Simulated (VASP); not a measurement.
Runs of VASP 6.6.1 on GdN. Symmetry: Fm-3m, No. 225, cubic system. Conventional cell: a = 5.070 Å, b = 5.070 Å, c = 5.070 Å, α = 90.00°, β = 90.00°, γ = 90.00°. Around Gd (site symmetry m-3m) lie 6 N at 2.54 Å. Around N (site symmetry m-3m) lie 6 Gd at 2.54 Å. The cell comes from a database or a generator and needn't be the stable form of this composition.

| level | U | pressure (GPa) | moment (μB) |
| --- | --- | --- | --- |
| PBE+U | Gd f U = 8 eV | -4.9 | 7.00 |
| PBE+U | Gd f U = 6 eV | (a) | 7.00 |
| PBE+U | Gd f U = 10 eV | (b) | 7.00 |
| PBE | - | -6.8 | 7.00 |
| PBE+U | Gd f U = 4 eV | -5.7 | 7.00 |

Alike in all rows: task band structure; potentials or basis VASP PAW PBE potentials, release 64 (Gd, N); spin collinear, ferromagnetic start; cell as given; k mesh 10 × 10 × 10; cutoff (eV) 520; smearing fermi-dirac 0.05 eV.

Task: Estimate the missing entries.

Result: (a) -5.3; (b) -4.6.

Caveats: a cell with one magnetic atom can't hold antiferromagnetic order, which such compounds often take.
